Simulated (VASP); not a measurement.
```xyz
6
Lattice="4.7982 0.0000 0.0000 0.0000 4.7982 0.0000 0.0000 0.0000 3.1839" Properties=species:S:1:pos:R:3 pbc="T T T"
Zn     0.0000     0.0000     0.0000
Zn     2.3991     2.3991     1.5919
F      1.4596     1.4596     0.0000
F      3.8587     0.9395     1.5919
F      0.9395     3.8587     1.5919
F      3.3386     3.3386     0.0000
```

These are PBE GGA, VASP's PBE PAW potentials (set 64) (plane waves; VASP) values and carry that method's errors. Numerical set-up: 620 eV cut-off, 5×5×7 Γ-centred mesh, Gaussian smearing of 0.050 eV, potentials Zn F.

Energy and stress use the plane-wave basis of the starting cell.

Task: The ions, cell shape and volume at an external pressure of 5.0 GPa are relaxed. What does this cell relax into?

Result: 
```xyz
6
Lattice="4.7084 0.0000 0.0000 0.0000 4.7084 0.0000 0.0000 0.0000 3.1546" Properties=species:S:1:pos:R:3 pbc="T T T"
Zn     0.0000     0.0000     0.0000
Zn     2.3542     2.3542     1.5773
F      1.4255     1.4255     0.0000
F      3.7797     0.9287     1.5773
F      0.9287     3.7797     1.5773
F      3.2829     3.2829     3.1546
```
Space group P4_2/mnm (136), at a tolerance of 0.03 Å.

Task: How do energy and volume change from the first to the last step?

Result: The energy (σ→0) changes by +8.6 meV/atom and the volume by -4.6 %, in 6 ionic steps.

| step | E(σ→0) (eV) | max force (eV/Å) | pressure (GPa) | volume (Å³) |
|---|---|---|---|---|
| 1 | -23.2553 | 0.001 | 0.04 | 73.30 |
| 2 | -23.1788 | 0.103 | 6.64 | 69.36 |
| 3 | -23.2088 | 0.079 | 4.97 | 70.20 |
| 4 | -23.2069 | 0.081 | 5.05 | 70.13 |
| 5 | -23.2064 | 0.044 | 5.13 | 70.06 |
| 6 | -23.2036 | 0.013 | 5.09 | 69.94 |

The compound is ZnF2 in the rutile structure. This run relaxes it under an external pressure of 5 GPa. Symmetry was kept, so distortions that lower it aren't found.
